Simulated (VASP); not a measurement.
Consider the following.

```
CELL_PARAMETERS angstrom
      1.73013    -2.99668     0.00000
      1.73013     2.99668     0.00000
      0.00000     0.00000    13.84889
ATOMIC_POSITIONS crystal
  Te 0.33333 0.66667 0.87921
  Te 0.66667 0.33333 0.37921
  Te 0.66667 0.33333 0.12079
  Te 0.33333 0.66667 0.62079
  Mo 0.33333 0.66667 0.25000
  Mo 0.66667 0.33333 0.75000
```

These are PBEsol GGA, VASP's PBE PAW potentials (set 64) (plane waves; VASP) values and carry that method's errors. Numerical set-up: 520 eV cut-off, 7×7×2 Γ-centred mesh, Gaussian smearing of 0.050 eV, potentials Te Mo_sv.

Without a dispersion term in the relaxation, distances and binding between the weakly bound layers, chains or molecules are unreliable, and so is what depends on them.

Q: The ions and cell shape at fixed volume are relaxed. Give the cell that the relaxation ends in.

A: 
```
CELL_PARAMETERS angstrom
      1.73850    -3.01116     0.00000
      1.73850     3.01116     0.00000
      0.00000     0.00000    13.71596
ATOMIC_POSITIONS crystal
  Te 0.33333 0.66667 0.88194
  Te 0.66667 0.33333 0.38194
  Te 0.66667 0.33333 0.11806
  Te 0.33333 0.66667 0.61806
  Mo 0.33333 0.66667 0.25000
  Mo 0.66667 0.33333 0.75000
```
Space group P6_3/mmc (194), at a tolerance of 0.03 Å.

Q: How much energy does the relaxation gain?

A: The energy (σ→0) changes by -4.8 meV/atom, in 6 ionic steps.

The compound is MoTe2 in the 2H layered structure. This cell is one point of a volume scan, at 0.97 of the reference volume. Symmetry was kept, so distortions that lower it aren't found.
